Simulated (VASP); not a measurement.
# A VASP study of AlCl2 (optPBE-vdW): structure first, properties next, part 3 of 4

Wanted: the relaxed cell of AlCl2 and its properties. The cell is generated by rule, not measured, and may not be a known phase.

VASP 6.6.1, plane waves and PAW; the level of theory is named at each step.

Still holding for the runs below: This run has no spin polarisation. Its electron count is odd, so without a moment it is a metal by construction.

So far. Step 3 (Second relaxation): It ends with a largest force of 0.009 eV/Å and a pressure of 0.02 GPa. Step 4 (Single point with fields (optPBE-vdW)): In this run the pressure is 0.02 GPa, small enough to go on; single stress components reach 0.03 GPa. The relaxed cell has a = 5.164, c = 7.624 Å (conventional setting).

## Step 5: Band structure (optPBE-vdW)

Level of this step: optPBE-vdW; plane waves and PAW (Al, Cl); invented cell (VASP).

Levels along the symmetry lines show where the bands peak and cross; KPOINTS_OPT computes them in the converged potential.

Contents of INCAR:

```
SYSTEM = AlCl2
PREC = Accurate
ENCUT = 400
EDIFF = 1E-06
NELM = 100
ISMEAR = 0
SIGMA = 0.05
LREAL = .FALSE.
ALGO = Normal
GGA = OR
AGGAC = 0
LUSE_VDW = .TRUE.
LASPH = .TRUE.
LORBIT = 11
LWAVE = .FALSE.
LCHARG = .FALSE.
```

Contents of POSCAR:

```
AlCl2
1.0
   -2.5818537832      2.5818537832      3.8120509093
    2.5818537832     -2.5818537832      3.8120509093
    2.5818537832      2.5818537832     -3.8120509093
Al Cl
1 2
Direct
    0.5000000000      0.5000000000      0.0000000000
    0.7915376366      0.7915376366      0.0000000000
    0.2084623634      0.2084623634      0.0000000000
```

Contents of KPOINTS:

```
Automatic mesh
0
Gamma
6 6 6
0 0 0
```

Contents of KPOINTS_OPT:

```
Line mode
16
Line-mode
Reciprocal
  0.00000000   0.00000000   0.00000000 GAMMA
  0.00000000   0.00000000   0.50000000 X

  0.00000000   0.00000000   0.50000000 X
 -0.22935906   0.22935906   0.50000000 Y

 -0.22935906   0.22935906   0.50000000 Y
 -0.36467953   0.36467953   0.36467953 S

 -0.36467953   0.36467953   0.36467953 S
  0.00000000   0.00000000   0.00000000 GAMMA

  0.00000000   0.00000000   0.00000000 GAMMA
  0.50000000   0.50000000  -0.50000000 Z

  0.50000000   0.50000000  -0.50000000 Z
  0.36467953   0.63532047  -0.36467953 S1

  0.36467953   0.63532047  -0.36467953 S1
  0.00000000   0.50000000   0.00000000 N

  0.00000000   0.50000000   0.00000000 N
  0.25000000   0.25000000   0.25000000 P

  0.25000000   0.25000000   0.25000000 P
  0.50000000   0.50000000  -0.22935906 Y1

  0.50000000   0.50000000  -0.22935906 Y1
  0.50000000   0.50000000  -0.50000000 Z

  0.00000000   0.00000000   0.50000000 X
  0.25000000   0.25000000   0.25000000 P
```

The projector-augmented-wave data sets are Al and Cl (PBE family, release 64).

Started as:

```bash
> mpirun -np 1 vasp_std
```

Output:

```text
[... set-up lines as in an earlier step ...]
 entering main loop
       N       E                     dE             d eps       ncg     rms          rms(c)
[... 14 cycles as in an earlier step ...]
   1 F= -.40454807E+01 E0= -.40437346E+01  d E =-.349220E-02
 Start KPOINTS_OPT (optional k-point list driver)
k-point batch [1-30\176]
       N       E                     dE             ncg
DAV:   1    -0.209895887781E+03   -0.96952E+04      720
DAV:   2    -0.256446471634E+04   -0.23546E+04      988
DAV:   3    -0.279888323335E+04   -0.23442E+03      820
DAV:   4    -0.280224453823E+04   -0.33613E+01      936
DAV:   5    -0.280232298489E+04   -0.78447E-01      920
DAV:   6    -0.280232573082E+04   -0.27459E-02      932
DAV:   7    -0.280232584395E+04   -0.11313E-03      896
DAV:   8    -0.280232584869E+04   -0.47411E-05      756
DAV:   9    -0.280232584915E+04   -0.46463E-06      548
[...]
k-point batch [151-176\176]
       N       E                     dE             ncg
DAV:   1     0.138562185785E+04   -0.10620E+05      624
DAV:   2    -0.581634662712E+03   -0.19673E+04      888
DAV:   3    -0.774207202724E+03   -0.19257E+03      744
DAV:   4    -0.777174343306E+03   -0.29671E+01      752
DAV:   5    -0.777248120275E+03   -0.73777E-01      760
DAV:   6    -0.777250943843E+03   -0.28236E-02      788
DAV:   7    -0.777251051353E+03   -0.10751E-03      748
DAV:   8    -0.777251056654E+03   -0.53011E-05      632
DAV:   9    -0.777251057049E+03   -0.39486E-06      392
```

Wall time 2.1 min (1 MPI rank of Intel Xeon Platinum 8375C at 2.90GHz (Ice Lake), shared host); peak memory 0.46 GiB.

OUTCAR, selected parts (step 5):

```text
   NELECT =      17.0000    total number of electrons

 E-fermi :   1.4184

Total vdW correction in eV:      3.7453906

Total vdW correction in eV:      3.7453869

[... 20 parts as in an earlier step ...]

[... 2 further parts left out ...]
```

The electronic bands at the labelled points (eV, zero at the Fermi level; # counts the bands kept in this run):

```tsv
point	#4	#5	#6	#7	#8
Γ	-4.07	-3.29	-3.29	-1.47	1.68
0.47 of the way	-4.16	-3.57	-3.22	-0.92	1.19
X	-4.36	-3.13	-2.87	-0.39	0.75
0.53 of the way	-4.18	-3.37	-2.89	-0.28	0.98
Y	-3.82	-3.81	-2.93	-0.13	1.57
0.47 of the way	-4.11	-3.54	-3.02	-0.07	2.01
S	-4.38	-3.27	-3.21	-0.05	2.25
0.53 of the way	-3.85	-3.82	-3.67	-0.82	1.39
Γ	-4.07	-3.29	-3.29	-1.47	1.68
0.47 of the way	-4.32	-3.16	-3.16	-0.12	2.40
Z	-4.40	-3.01	-3.01	0.09	3.20
0.47 of the way	-4.42	-3.07	-3.05	0.06	2.87
S1	-4.38	-3.27	-3.21	-0.05	2.25
0.47 of the way	-4.17	-3.51	-3.42	0.08	1.84
N	-3.88	-3.84	-3.74	0.32	1.64
0.47 of the way	-4.41	-3.29	-3.27	0.36	1.67
P	-4.70	-3.00	-3.00	0.42	1.70
0.53 of the way	-4.28	-3.32	-2.92	0.04	1.20
Y1	-3.82	-3.81	-2.93	-0.13	1.57
0.53 of the way	-4.38	-3.24	-2.99	0.03	2.67
Z	-4.40	-3.01	-3.01	0.09	3.20
jump to X	-4.36	-3.13	-2.87	-0.39	0.75
0.53 of the way	-4.48	-3.08	-2.91	0.05	1.06
P	-4.70	-3.00	-3.00	0.42	1.70
```

Of the projections kept (Al, Cl), the largest for each band there, as a share of the weight inside these atoms' spheres; weight between the spheres isn't counted:

```tsv
point	#4	#5	#6	#7	#8
Γ	Cl 1.00	Cl 0.99	Cl 0.99	Cl 0.57	Al 0.95
X	Cl 1.00	Cl 0.99	Cl 1.00	Cl 0.54	Al 0.99
Y	Cl 0.98	Cl 1.00	Cl 1.00	Cl 0.58	Al 0.78
S	Cl 0.97	Cl 1.00	Cl 1.00	Cl 0.60	Al 0.58
Γ	Cl 1.00	Cl 0.99	Cl 0.99	Cl 0.57	Al 0.95
Z	Cl 0.91	Cl 1.00	Cl 1.00	Cl 0.61	Al 0.65
```

The electronic bands as a text plot (rows in eV; labels by their first letter):

```
    3.0 |                           *****                  **
    2.6 |                          *     *
    2.1 |            ***         **       **              *
    1.7 |**         *   **   ****           *********    *      *
    1.3 |  **      *      ***                        ****      *
    0.8 |    ******                                          **
    0.4 |                           **       *********          *
    0.0 |          ******          *  *******         ******* **
   -0.5 |     *****      **       *                          *
   -0.9 |   **             **    *
   -1.3 |***                 ****
   -1.7 |
   -2.2 |
   -2.6 |
   -3.0 |   ************         *********       ****************
   -3.5 |*****    ** ***** ******         **** **     ** **
   -3.9 |***       ***   ********           ***        ***
   -4.3 |  ***************       ************  ***   **  *******
   -4.7 |**************  ********    ****  *     ****************
   -5.2 |        *               * **       *        *       * *
   -5.6 |                         *          ********           *
   -6.0 |                        **          ********           *
   -6.5 |*********        *******  **       *        **      ***
   -6.9 |         ********           *******           ******
         Γ      X   Y  S       Γ      Z  S    N    P     Y  Z|X P
```

There is no gap at this level.

Of the bands kept, 1 crosses the Fermi level on this path.

## Step 6: Density of states (optPBE-vdW)

A density of states needs more k-points than a total energy, and tetrahedra (ISMEAR = -5) or a smearing that fits the mesh; LORBIT projects the states on the PAW spheres. The mesh is finer than in the run before.

Changes to INCAR since step 5:

```diff
@@ -5,3 +5,3 @@
 NELM = 100
-ISMEAR = 0
+ISMEAR = -5
 SIGMA = 0.05
@@ -16 +16,2 @@
 LCHARG = .FALSE.
+NEDOS = 2001
```

POSCAR is that of step 5.

Contents of KPOINTS:

```
Automatic mesh
0
Gamma
9 9 9
0 0 0
```

Started as:

```bash
> mpirun -np 1 vasp_std
```

Output:

```text
[... set-up lines as in an earlier step ...]
 entering main loop
       N       E                     dE             d eps       ncg     rms          rms(c)
DAV:   1     0.898195471784E+02    0.89820E+02   -0.56592E+03  1800   0.887E+02
DAV:   2     0.336810493928E+01   -0.86451E+02   -0.81184E+02  2732   0.174E+02
DAV:   3    -0.467985826378E+01   -0.80480E+01   -0.79901E+01  2084   0.621E+01
DAV:   4    -0.479573015007E+01   -0.11587E+00   -0.11584E+00  2276   0.916E+00
DAV:   5    -0.479834076722E+01   -0.26106E-02   -0.26116E-02  2316   0.135E+00    0.853E+00
DAV:   6    -0.412665635327E+01    0.67168E+00   -0.11261E+00  2012   0.664E+00    0.522E+00
DAV:   7    -0.404628736313E+01    0.80369E-01   -0.27425E-01  2140   0.328E+00    0.187E+00
DAV:   8    -0.404243945537E+01    0.38479E-02   -0.29083E-02  2104   0.124E+00    0.235E-01
DAV:   9    -0.404265306089E+01   -0.21361E-03   -0.37158E-03  2080   0.429E-01    0.114E-01
DAV:  10    -0.404290306705E+01   -0.25001E-03   -0.70060E-04  1964   0.203E-01    0.541E-02
DAV:  11    -0.404298998599E+01   -0.86919E-04   -0.86430E-05  2112   0.690E-02    0.221E-02
DAV:  12    -0.404301725452E+01   -0.27269E-04   -0.33287E-05  1892   0.471E-02    0.655E-03
DAV:  13    -0.404302041546E+01   -0.31609E-05   -0.49660E-06  2208   0.187E-02    0.357E-03
DAV:  14    -0.404302153573E+01   -0.11203E-05   -0.10210E-06  1324   0.792E-03    0.136E-03
DAV:  15    -0.404302168481E+01   -0.14909E-06   -0.18017E-07  1312   0.358E-03
   1 F= -.40430217E+01 E0= -.40430217E+01  d E =0.000000E+00
 -----------------------------------------------------------------------------
|                                                                             |
|           W    W    AA    RRRRR   N    N  II  N    N   GGGG   !!!           |
|           W    W   A  A   R    R  NN   N  II  NN   N  G    G  !!!           |
|           W    W  A    A  R    R  N N  N  II  N N  N  G       !!!           |
|           W WW W  AAAAAA  RRRRR   N  N N  II  N  N N  G  GGG   !            |
|           WW  WW  A    A  R   R   N   NN  II  N   NN  G    G                |
|           W    W  A    A  R    R  N    N  II  N    N   GGGG   !!!           |
|                                                                             |
|     Tetrahedron method does not include variations of the Fermi             |
|     occupations, so forces and stress will be inaccurate. We suggest        |
|     using a different smearing scheme ISMEAR = 1 or 2 for metals in         |
|     relaxations.                                                            |
|                                                                             |
 -----------------------------------------------------------------------------
```

Wall time 2 min (1 MPI rank); peak memory 0.49 GiB.

Parts of OUTCAR (step 6):

```text
   k-points           NKPTS =     75   k-points in BZ     NKDIM =     75   number of bands    NBANDS=     12

   NELECT =      17.0000    total number of electrons

 E-fermi :   1.4005

 k-point     1 :       0.0000    0.0000    0.0000
  band No.  band energies     occupation
    ...
      5      -2.6523      2.00000
      6      -2.6523      2.00000
      7      -1.8672      2.00000
      8      -1.8672      2.00000
      9      -0.0537      2.00000
     10       3.1003      0.00000
     11       3.1003      0.00000
     12       6.4888      0.00000

Total vdW correction in eV:      3.7443982

  Total       -0.0127236     -0.0127236      0.0226397      0.0000000     -0.0000000     -0.0000000
  in kB       -0.2005570     -0.2005570      0.3568616      0.0000000     -0.0000000     -0.0000000
  external PRESSURE =      -0.0147508 kB  Pullay stress =       0.0000000 kB

 POSITION                                       TOTAL-FORCE (eV/Angst)
 -----------------------------------------------------------------------------------
      0.00000      0.00000      3.81205        -0.000000     -0.000000     -0.000000
      0.00000      0.00000      6.03476         0.000000      0.000000     -0.025425
      0.00000      0.00000      1.58934         0.000000      0.000000      0.025425
 -----------------------------------------------------------------------------------
    total drift:                                0.000000     -0.000000      0.000000

  FREE ENERGIE OF THE ION-ELECTRON SYSTEM (eV)
  ---------------------------------------------------
  free  energy   TOTEN  =        -4.0430216848 eV

  energy  without entropy=       -4.0430216848  energy(sigma->0) =       -4.04302168

Total vdW correction in eV:      3.7444023

[... 6 parts as in an earlier step ...]

[... 10 further parts left out ...]
```

With tetrahedra the forces and stress of a metal are not exact derivatives of the energy.

Numbers from this step:

```yaml
scf_cycles: 15
irreducible_k_points: 75
free_energy_toten: -4.043 eV
fermi_energy: 1.401 eV
pressure: -0.001475 GPa
dos_at_the_fermi_level_one_point_of_the_energy_grid: 2.258 states/eV/cell
```

The density of states has structure finer than the step of the table below, so its rows give means over 0.5 eV, whole bins alone (the curve runs from -12.0 to 3.83 eV). Peaks (eV: height): total -3.98: 6.10, -3.67: 5.28, -3.19: 6.16, 0.24: 4.16; Cl p -3.98: 3.57, -3.67: 3.23, -3.15: 4.12, 0.24: 1.40; Al p -4.63: 0.168, 1.63: 0.480, 2.35: 0.596; Al s -6.10: 0.441, 0.24: 0.656.

States under -12.0 eV and over 3.8 eV are left out. Density of states against energy, zero at the Fermi level; means over each step; values in states/eV/cell:

```tsv
energy (eV)	total	Cl p	Al p	Al s
-7.5	0	0	0	0
-7.0	0.483	0.184	9.8e-4	0.0643
-6.5	2.27	0.918	0.00829	0.300
-6.0	1.29	0.512	0.00695	0.180
-5.5	1.30	0.694	0.0615	0.0318
-5.0	1.98	1.06	0.0884	0.0331
-4.5	4.67	2.55	0.106	0.00960
-4.0	4.12	2.39	0.0240	0.00148
-3.5	4.54	2.87	0.0290	5.6e-4
-3.0	3.36	2.28	0.0112	5.8e-5
-2.5	0	0	0	0
-2.0	0	0	0	0
-1.5	0.0150	0.00273	2.2e-5	0.00228
-1.0	0.256	0.0557	5.1e-4	0.0403
-0.5	0.835	0.210	0.00173	0.144
0.0	2.37	0.722	0.00430	0.402
0.5	0.537	0.181	8.2e-4	0.0863
1.0	0.547	0.0128	0.0851	6.1e-4
1.5	2.10	0.135	0.328	0.00450
2.0	2.13	0.178	0.367	0.00872
2.5	2.72	0.302	0.498	0.00594
3.0	0.488	0.0570	0.0970	3.8e-4
3.5	0	0	0	0
```

The finer mesh and the other smearing move the Fermi level by -0.02 eV from the 6×6×6 run, a small shift, which tests the Fermi level alone. Of the states within 0.3 eV of the Fermi level, the largest shares in the PAW spheres are Cl p 31 % and Al s 17 %. The rest lies in smaller channels or between the spheres.

## Step 7: Core-level energies (optPBE-vdW)

Core levels shift with the potential at each site, so they tell like atoms on unlike sites apart.

Changes to INCAR since step 6:

```diff
@@ -5,3 +5,3 @@
 NELM = 100
-ISMEAR = -5
+ISMEAR = 0
 SIGMA = 0.05
@@ -16,2 +16,2 @@
 LCHARG = .FALSE.
-NEDOS = 2001
+ICORELEVEL = 1
```

POSCAR is that of step 6.

Contents of KPOINTS:

```
Automatic mesh
0
Gamma
6 6 6
0 0 0
```

Started as:

```bash
> mpirun -np 1 vasp_std
```

Output:

```text
[... set-up lines as in an earlier step ...]
 entering main loop
       N       E                     dE             d eps       ncg     rms          rms(c)
[... 14 cycles as in an earlier step ...]
   1 F= -.40454807E+01 E0= -.40437346E+01  d E =-.349220E-02
```

Run time: 83 s. Hardware: 1 MPI rank; peak memory 0.47 GiB.

OUTCAR, selected parts (step 7):

```text
   NELECT =      17.0000    total number of electrons

 the core state eigenenergies are
   1-  1s  -1506.4001  2s   -103.3082  2p    -64.7877
   2-  1s  -2743.4479  2s   -245.1088  2p   -184.0205
   3-  1s  -2743.4479  2s   -245.1088  2p   -184.0205

 E-fermi :   1.4184

Total vdW correction in eV:      3.7453906

Total vdW correction in eV:      3.7453869

[... 19 parts as in an earlier step ...]

[... 2 further parts left out ...]
```

These are scalar-relativistic Kohn-Sham levels of the ground state, with no core hole, so they are not binding energies.

Numbers from this step:

```
SCF cycles           : 14
irreducible k-points : 30
free energy (TOTEN)  : -4.045 eV
Fermi energy         : 1.418 eV
pressure             : 0.02243 GPa
```

Kohn-Sham core levels. Core levels, by row:

```tsv
atom	shell	level below the Fermi level (eV)
Al1	1s	1508
Al1	2s	104.7
Al1	2p	66.21
Cl2	1s	2745
Cl2	2s	246.5
Cl2	2p	185.4
Cl3	1s	2745
Cl3	2s	246.5
Cl3	2p	185.4
```

Atoms of one element give levels within 0.1 eV of each other.

## Step 8: Starting orbitals for the hybrid

This step: PBE; plane waves and PAW (Al, Cl); invented cell (VASP 6.6.1).

A hybrid converges badly from random orbitals, so a cheap semilocal run writes a WAVECAR on the same mesh first.

Contents of INCAR:

```
SYSTEM = AlCl2
PREC = Accurate
ENCUT = 400
EDIFF = 1E-05
NELM = 100
ISMEAR = 0
SIGMA = 0.05
LREAL = .FALSE.
ALGO = Normal
GGA = PE
LORBIT = 11
LWAVE = .TRUE.
LCHARG = .FALSE.
```

POSCAR is that of step 7.

Contents of KPOINTS:

```
Automatic mesh
0
Gamma
4 4 4
0 0 0
```

Started as:

```bash
> mpirun -np 1 vasp_std
```

Output:

```text
[banner, memory and clock lines left out]
running    1 mpi-ranks, on    1 nodes
 distrk:  each k-point on    1 cores,    1 groups
 distr:  one band on    1 cores,    1 groups

 POSCAR found type information on POSCAR AlCl
 POSCAR found :  2 types and       3 ions
 LDA part: xc-table for (Slater+PW92), standard interpolation
 POSCAR, INCAR and KPOINTS ok, starting setup
 FFT: planning ... GRIDC
 FFT: planning ... GRID_SOFT
 FFT: planning ... GRID
 WAVECAR not read
 entering main loop
       N       E                     dE             d eps       ncg     rms          rms(c)
DAV:   1     0.843851511432E+02    0.84385E+02   -0.57231E+03   312   0.897E+02
DAV:   2    -0.107785390016E+01   -0.85463E+02   -0.78988E+02   476   0.173E+02
DAV:   3    -0.939809149571E+01   -0.83202E+01   -0.81959E+01   348   0.624E+01
DAV:   4    -0.952020513673E+01   -0.12211E+00   -0.12204E+00   396   0.938E+00
DAV:   5    -0.952280406220E+01   -0.25989E-02   -0.25986E-02   388   0.137E+00    0.901E+00
DAV:   6    -0.888109752334E+01    0.64171E+00   -0.10180E+00   356   0.634E+00    0.532E+00
DAV:   7    -0.879621583698E+01    0.84882E-01   -0.27667E-01   360   0.328E+00    0.170E+00
DAV:   8    -0.879244200689E+01    0.37738E-02   -0.30227E-02   364   0.121E+00    0.323E-01
DAV:   9    -0.879251207832E+01   -0.70071E-04   -0.32443E-03   356   0.397E-01    0.123E-01
DAV:  10    -0.879293850601E+01   -0.42643E-03   -0.62600E-04   340   0.180E-01    0.361E-02
DAV:  11    -0.879308426893E+01   -0.14576E-03   -0.17070E-04   348   0.855E-02    0.342E-02
DAV:  12    -0.879311149410E+01   -0.27225E-04   -0.31853E-05   324   0.411E-02    0.895E-03
DAV:  13    -0.879311589501E+01   -0.44009E-05   -0.75812E-06   240   0.201E-02
   1 F= -.87931159E+01 E0= -.87891143E+01  d E =-.800327E-02
 writing wavefunctions
```

The job ended after 11 s (1 MPI rank; peak memory 0.19 GiB).

OUTCAR, selected parts (step 8):

```text
   k-points           NKPTS =     13   k-points in BZ     NKDIM =     13   number of bands    NBANDS=     12

   NELECT =      17.0000    total number of electrons

 E-fermi :   1.5111

 k-point     1 :       0.0000    0.0000    0.0000
  band No.  band energies     occupation
    ...
      5      -2.5831      2.00000
      6      -2.5831      2.00000
      7      -1.7906      2.00000
      8      -1.7906      2.00000
      9       0.0466      2.00000
     10       3.1893      0.00000
     11       3.1893      0.00000
     12       6.5833      0.00000

  Total        0.3926946      0.3926946     -0.5213898      0.0000000      0.0000000      0.0000000
  in kB        6.1898990      6.1898990     -8.2184737      0.0000000      0.0000000      0.0000000
  external PRESSURE =       1.3871081 kB  Pullay stress =       0.0000000 kB

 POSITION                                       TOTAL-FORCE (eV/Angst)
 -----------------------------------------------------------------------------------
      0.00000      0.00000      3.81205         0.000000      0.000000     -0.000000
      0.00000      0.00000      6.03476         0.000000      0.000000     -0.128338
      0.00000      0.00000      1.58934        -0.000000     -0.000000      0.128338
 -----------------------------------------------------------------------------------
    total drift:                                0.000000     -0.000000      0.000000

  FREE ENERGIE OF THE ION-ELECTRON SYSTEM (eV)
  ---------------------------------------------------
  free  energy   TOTEN  =        -8.7931158950 eV

  energy  without entropy=       -8.7851126244  energy(sigma->0) =       -8.78911426

[... 6 parts as in an earlier step ...]

[... 10 further parts left out ...]
```

This step gave:

- SCF cycles: 13
- irreducible k-points: 13
- free energy (TOTEN): -8.793 eV
- energy at zero smearing: -8.789 eV
- Fermi energy: 1.511 eV
- pressure: 0.1387 GPa

Force by atom:

```tsv
atom	x (eV/Å)	y (eV/Å)	z (eV/Å)	size
Al1	0.000	0.000	0.000	0.000
Cl2	0.000	0.000	-0.128	0.128
Cl3	0.000	0.000	0.128	0.128
```

The run ends at a pressure of 0.14 GPa, with forces up to 0.13 eV/Å.

[end of part 3 of 4]

[Lines on the potential files, build, host, timing and source positions are cut from VASP's logs without a mark.]

[Logs are printed without paths, hosts, clocks, repeated set-up lines and the standing remarks that a program may print on its own settings, such as how far it seeks lower states.]

[Hosts, paths, dates, database ids (printed as entryN), source tags and the programs' standing remarks are cut or masked in the printed files.]

[A measured line is paired with the nearest computed mode of its activity, which favours agreement.]

[In band tables of VASP the shares of atoms and orbitals are scaled to a sum of 1 inside the atoms' spheres.]
